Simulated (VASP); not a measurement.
Set up this calculation in VASP 6.6.1, as the native input.

| Property | Result |
| --- | --- |
| Task | relaxation of shape and atoms at fixed volume |
| Functional | r2SCAN |
| Potentials or basis | VASP PAW PBE potentials, release 64 (B, N) |
| Cutoff | 520 eV |
| k mesh | 15 × 15 × 6 |
| Occupations | gaussian, width 0.02 eV |
| Spin | no spin polarisation |
| Further INCAR settings | ALGO = Normal; EDIFF = 1e-07; IBRION = 2; EDIFFG = -0.002; NSW = 80; ISIF = 4 |

The structure of BN lies in POSCAR:

```
BN                                      
1.0
    2.5025138739      0.0000000000     -0.0000000000
   -1.2512569369      2.1672405833     -0.0000000000
    0.0000000000     -0.0000000000      6.7897983065
  B               N             
     2     2
Direct
     0.3333333300000021    0.6666666699999979    0.2500000000000000
     0.6666666699999979    0.3333333300000021    0.7500000000000000
     0.3333333300000021    0.6666666699999979    0.7500000000000000
     0.6666666699999979    0.3333333300000021    0.2500000000000000
```

The input as run:

INCAR

```
SYSTEM = BN
PREC = Accurate
ENCUT = 520
EDIFF = 1E-7
ISMEAR = 0
SIGMA = 0.02
LREAL = .False.
LASPH = .True.
NELM = 60
ALGO = Normal
ISIF = 4
LWAVE = .False.
LCHARG = .False.
METAGGA = R2SCAN
LMIXTAU = .True.
IBRION = 2
NSW = 80
EDIFFG = -0.002
```

KPOINTS

```
regular mesh
0
Gamma
  15 15 6
  0 0 0
```

Potentials or basis: VASP PAW PBE potentials, release 64 (B, N).

Launch:

```bash
$ cat potpaw_PBE.64/B/POTCAR potpaw_PBE.64/N/POTCAR > POTCAR
$ mpirun -np 1 vasp_std > vasp.out
```

It gave:

The pressure after relaxing is 0.0 GPa and the band gap on the k mesh is 4.95 eV, indirect (least direct gap 5.36 eV).

Caveat: the relaxation stopped at its first step, so nothing moved; the PAW data sets were made with another functional, which shifts forces and pressure a little; an odd mesh through Γ misses points on the zone boundary, where band edges often lie.

It took 110 s on 1 thread of Intel(R) Xeon(R) 6975P-C (Granite Rapids), on a shared host, peak memory 0.18 GiB.
